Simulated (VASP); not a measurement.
Level of theory: PBE GGA with D4 dispersion, VASP's PBE PAW potentials (set 64) (plane waves; VASP 6.6.1).

VASP input:

**INCAR**
```
IVDW  =  13   ! D4
LREAL  =  .FALSE.
ENCUT  =  520
PREC  =  Accurate
SYSTEM  =  BN
ALGO  =  Normal   ! blocked Davidson
GGA  =  PE   ! PBE
NELM  =  100
LASPH  =  .TRUE.
EDIFF  =  1E-7
LWAVE  =  .FALSE.
LCHARG  =  .FALSE.
ISMEAR  =  0
ISIF  =  2   ! forces and stress, cell fixed
SIGMA  =  0.05   ! width (eV)
```

POSCAR:
```
BN
1
    0.0000000000     1.8038114603     1.8038114603
    1.8038114603     0.0000000000     1.8038114603
    1.8038114603     1.8038114603     0.0000000000
B N
1 1
Direct
  0.0000000000   0.0000000000   0.0000000000
  0.2500000000   0.2500000000   0.2500000000
```

**KPOINTS**
```
Regular mesh
0
Gamma
 12 12 12
```

POTCAR, in this order: B N (PBE.64 set). Program: vasp_std.

What VASP printed:

### OUTCAR
```
 ion  position               nearest neighbor table
   1  0.000  0.000  0.000-   2 1.56   2 1.56   2 1.56   2 1.56
   2  0.250  0.250  0.250-   1 1.56   1 1.56   1 1.56   1 1.56
  LATTYP: Found a face centered cubic cell.
 ALAT       =     3.6076229206
 Subroutine PRICEL returns:
 Original cell was already a primitive cell.
 Subroutine GETGRP returns: Found 24 space group operations
The static configuration has the point symmetry T_d .
The dynamic configuration has the point symmetry T_d .
 Subroutine INISYM returns: Found 24 space group operations
 Subroutine IBZKPT returns following result:
 Found     72 irreducible k-points:

 Following reciprocal coordinates:
            Coordinates               Weight
  0.000000  0.000000  0.000000      1.000000
  0.083333  0.000000  0.000000      8.000000
  0.166667  0.000000  0.000000      8.000000
  0.250000  0.000000  0.000000      8.000000
  0.333333  0.000000  0.000000      8.000000
  0.416667  0.000000  0.000000      8.000000
  0.500000  0.000000  0.000000      4.000000
  0.083333  0.083333  0.000000      6.000000
  0.166667  0.083333  0.000000     24.000000
  0.250000  0.083333  0.000000     24.000000
  0.333333  0.083333  0.000000     24.000000
  0.416667  0.083333  0.000000     24.000000
  0.500000  0.083333  0.000000     24.000000
 -0.416667  0.083333  0.000000     24.000000
 -0.333333  0.083333  0.000000     24.000000
 -0.250000  0.083333  0.000000     24.000000
 -0.166667  0.083333  0.000000     24.000000
 -0.083333  0.083333  0.000000     12.000000
  0.166667  0.166667  0.000000      6.000000
  0.250000  0.166667  0.000000     24.000000
  0.333333  0.166667  0.000000     24.000000
  0.416667  0.166667  0.000000     24.000000
  0.500000  0.166667  0.000000     24.000000
 -0.416667  0.166667  0.000000     24.000000
 -0.333333  0.166667  0.000000     24.000000
 -0.250000  0.166667  0.000000     24.000000
 -0.166667  0.166667  0.000000     12.000000
  0.250000  0.250000  0.000000      6.000000
  0.333333  0.250000  0.000000     24.000000
  0.416667  0.250000  0.000000     24.000000
  0.500000  0.250000  0.000000     24.000000
 -0.416667  0.250000  0.000000     24.000000
 -0.333333  0.250000  0.000000     24.000000
 -0.250000  0.250000  0.000000     12.000000
  0.333333  0.333333  0.000000      6.000000
  0.416667  0.333333  0.000000     24.000000
  0.500000  0.333333  0.000000     24.000000
 -0.416667  0.333333  0.000000     24.000000
 -0.333333  0.333333  0.000000     12.000000
  0.416667  0.416667  0.000000      6.000000
   k-points           NKPTS =     72   k-points in BZ     NKDIM =     72   number of bands    NBANDS=      8
   number of dos      NEDOS =    301   number of ions     NIONS =      2
   total plane-waves  NPLWV =   8000
   dimension x,y,z NGX =    20 NGY =   20 NGZ =   20
   dimension x,y,z NGXF=    40 NGYF=   40 NGZF=   40
   ions per type =               1   1
   PREC   = accura    normal or accurate (medium, high low for compatibility)
   ISTART =      0    job   : 0-new  1-cont  2-samecut
   ICHARG =      2    charge: 1-file 2-atom 10-const
   ISPIN  =      1    spin polarized calculation?
   LNONCOLLINEAR =      F non collinear calculations
   LSORBIT =      F    spin-orbit coupling
   INIWAV =      1    electr: 0-lowe 1-rand  2-diag
   ENCUT  =  520.0 eV  38.22 Ry    6.18 a.u.   4.74  4.74  4.74*2*pi/ulx,y,z
   NELM   =    100;   NELMIN=  2; NELMDL= -5     # of ELM steps
   EDIFF  = 0.1E-06   stopping-criterion for ELM
   LREAL  =      F    real-space projection
   NLSPLINE    = F    spline interpolate recip. space projectors
   LMAXMIX     =    2 max onsite mixed and CHGCAR
...
```

OSZICAR:
```
       N       E                     dE             d eps       ncg     rms          rms(c)
DAV:   1     0.111233049508E+02    0.11123E+02   -0.52813E+03  1184   0.992E+02
DAV:   2    -0.182115225785E+02   -0.29335E+02   -0.28591E+02  1576   0.179E+02
DAV:   3    -0.184221517463E+02   -0.21063E+00   -0.21063E+00  1352   0.193E+01
DAV:   4    -0.184223465370E+02   -0.19479E-03   -0.19479E-03  1568   0.504E-01
DAV:   5    -0.184223466001E+02   -0.63117E-07   -0.63117E-07  1264   0.733E-03    0.674E+00
DAV:   6    -0.175376827854E+02    0.88466E+00   -0.34242E+00  1480   0.136E+01    0.331E+00
DAV:   7    -0.174621788588E+02    0.75504E-01   -0.98190E-02  1496   0.305E+00    0.192E+00
DAV:   8    -0.174473593279E+02    0.14820E-01   -0.41967E-02  1352   0.188E+00    0.197E-01
DAV:   9    -0.174475794866E+02   -0.22016E-03   -0.54879E-04  1232   0.257E-01    0.765E-02
DAV:  10    -0.174476534569E+02   -0.73970E-04   -0.13670E-04  1640   0.119E-01    0.156E-02
DAV:  11    -0.174476580883E+02   -0.46315E-05   -0.72669E-06  1312   0.267E-02    0.662E-03
DAV:  12    -0.174476580991E+02   -0.10732E-07   -0.12638E-06  1416   0.940E-03    0.453E-04
DAV:  13    -0.174476581214E+02   -0.22374E-07   -0.25670E-08   576   0.181E-03
   1 F= -.17926744E+02 E0= -.17926744E+02  d E =-.103238E-16
```

File OUTCAR:
```
------------------------ aborting loop because EDIFF is reached ----------------------------------------
  Edisp (eV):   -0.47909
  FORCE on cell =-STRESS in cart. coord.  units (eV):
  Direction    XX          YY          ZZ          XY          YZ          ZX
  --------------------------------------------------------------------------------------
  Total       0.00125     0.00125     0.00125     0.00000     0.00000    -0.00000
  in kB       0.16998     0.16998     0.16998     0.00000     0.00000    -0.00000
  external pressure =        0.17 kB  Pullay stress =        0.00 kB
  volume of cell :       11.74
      direct lattice vectors                 reciprocal lattice vectors
     0.000000000  1.803811460  1.803811460    -0.277190832  0.277190832  0.277190832
     1.803811460  0.000000000  1.803811460     0.277190832 -0.277190832  0.277190832
     1.803811460  1.803811460  0.000000000     0.277190832  0.277190832 -0.277190832
  FREE ENERGIE OF THE ION-ELECTRON SYSTEM (eV)
  ---------------------------------------------------
  free  energy   TOTEN  =       -17.9267438579 eV

  energy  without entropy=      -17.9267438579  energy(sigma->0) =      -17.92674386
```
(Selected blocks of OUTCAR.)

The compound is BN in the zinc blende structure. It was relaxed first.
